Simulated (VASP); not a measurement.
ZrSi (relaxed from the NbAs structure, space group I4_1md): computed properties

Calculation: PBEsol GGA, VASP's PBE PAW potentials (set 64) (plane waves; VASP).

| Quantity | Result |
|---|---|
| space group | I4_1md (109) |
| cell | a = 3.415 Å, b = 3.415 Å, c = 13.561 Å, α = 90.00°, β = 90.00°, γ = 90.00° |
| volume per atom | 19.77 Å³/atom |
| band gap (over mesh and band path) | none (metal, semimetal or under 0.01 eV) |
| density | 5.01 g/cm³ |

```
ZrSi
1.0
   -1.70771     1.70771     6.78073
    1.70771    -1.70771     6.78073
    1.70771     1.70771    -6.78073
Zr Si
2 2
Cartesian
  0.00000   0.00000  10.27263
  0.00000   1.70771   0.10154
  0.00000   0.00000   2.14967
  0.00000   1.70771   5.54003
```

The structure was generated: ZrSi was put into the NbAs type (I4_1md), which need not be its known phase. It was relaxed first, which changed the volume by +5 %. Symmetry was kept, so distortions that lower it aren't found.
